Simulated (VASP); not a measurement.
Consider the following.

```yaml
crystal:
  lattice:
    - [3.88805, 0.00000, 0.00000]
    - [-1.94402, 3.36715, 0.00000]
    - [0.00000, 0.00000, 6.80563]
  atoms:
    - { symbol: La, position: [0.00000, 0.00000, 0.00000] }
    - { symbol: La, position: [0.00000, 0.00000, 0.50000] }
    - { symbol: B, position: [0.33333, 0.66667, 0.25000] }
    - { symbol: B, position: [0.66667, 0.33333, 0.75000] }
```

Level of theory: PBE GGA, VASP's PBE PAW potentials (set 64) (plane waves; VASP). Numerical set-up: 520 eV cut-off, Gaussian smearing of 0.050 eV, potentials La B.

**Question.** Give the energies of bands 9 to 17 at the high-symmetry points, in eV from the Fermi level.

**Answer.** 
```tsv
band	Γ	M	K	A	L	H
9	-6.54	-6.04	-5.16	-5.52	-5.17	-4.99
10	-4.17	-3.96	-5.16	-5.52	-5.17	-4.99
11	-2.26	-2.65	-1.40	-0.71	-1.55	-1.67
12	-0.77	-1.54	-1.39	-0.71	-1.55	-1.67
13	-0.77	-1.02	-1.39	-0.06	-0.07	-0.24
14	-0.16	0.06	-0.23	-0.06	-0.07	-0.24
15	0.92	0.29	-0.23	-0.06	0.01	0.34
16	1.02	1.01	1.78	-0.06	0.01	0.34
17	1.02	1.07	2.17	1.83	1.86	2.16
```

It has no gap at this level: it comes out as a metal or semimetal.

The structure was generated: LaB was put into the NiAs type type (P6_3/mmc), which need not be its known phase. It was relaxed first, which changed the volume by -26 %.
